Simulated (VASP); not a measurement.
Crystal: Zn3H.

```
Zn H
1.0
     0.00000    2.99658    2.99658
     2.99658    0.00000    2.99658
     2.99658    2.99658    0.00000
Zn H
3 1
Cartesian
  2.9966 2.9966 2.9966
  1.4983 1.4983 1.4983
  4.4949 4.4949 4.4949
  0.0000 0.0000 0.0000
```

The cell was built by a generator and needn't be a form met in nature.

Base run:

- Program: VASP 6.6.1
- Functional: r2SCAN
- Potentials or basis: VASP PAW PBE potentials, release 64 (Zn, H)
- Cutoff: 520 eV
- k mesh: 6 × 6 × 6
- Occupations: fermi-dirac, width 0.05 eV
- Spin: no spin polarisation

Its results: pressure -3.1 GPa.

Problem. The run is repeated on the same cell with these changes: functional from r2SCAN to PW91. What comes out?

Solution. Pressure 0.4 GPa.

Caveats: the PAW data sets were made with another functional, which shifts forces and pressure a little.
